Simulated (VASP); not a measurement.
Input:

```
CELL_PARAMETERS angstrom
      5.11674     0.00000     0.00000
     -2.55837     4.43123     0.00000
      0.00000     0.00000    13.96599
ATOMIC_POSITIONS crystal
  Te 0.00000 0.00000 0.50000
  Te 0.66667 0.33333 0.50000
```

Level of theory: r2SCAN meta-GGA, VASP's PBE PAW potentials (set 64) (plane waves; VASP). Run with 400 eV cut-off, 9×9×1 Γ-centred mesh, tetrahedra with Blöchl corrections, potentials Te.

The cell holds a wide vacuum, so values per volume refer to the whole cell.

Give the energies of bands 3 to 9 at the high-symmetry points, in eV from the Fermi level.

| band | Γ | M | K |
|---|---|---|---|
| 3 | -4.29 | -4.95 | -5.46 |
| 4 | -4.29 | -2.92 | -1.72 |
| 5 | -3.24 | -2.25 | -1.72 |
| 6 | 0.00 | -1.14 | -0.78 |
| 7 | 0.00 | 1.37 | -0.78 |
| 8 | 0.56 | 2.52 | 3.88 |
| 9 | 4.07 | 5.31 | 4.37 |

It has no gap at this level: it comes out as a metal or semimetal.

The cell is a sheet with vacuum, built from a generated structure.
